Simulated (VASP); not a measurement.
Energy against volume of PbTe (rock salt). These are RPBE GGA, VASP's PBE PAW potentials (set 64) (plane waves; VASP) values and carry that method's errors. Settings: 520 eV cut-off, 7×7×7 Γ-centred mesh, Gaussian smearing of 0.050 eV, potentials Te Pb_d.

```tsv
V (Å³/atom)	E (eV/atom)
34.583	-3.40521
35.686	-3.41749
36.790	-3.42143
37.894	-3.41835
```

Fit these four points and predict the energy of the run at 38.997 Å³/atom.

A cubic in V^(−2/3), the third-order Birch-Murnaghan form, passes through the four points with V0 = 36.83 Å³/atom and B0 = 34 GPa, and gives -3.4094 eV/atom there. The run gave -3.4093 eV/atom, +0.1 meV/atom from the fit; all five points give B0 = 34 GPa.

The compound is PbTe in the rock salt structure. It was relaxed first, which changed the volume by +9 %.
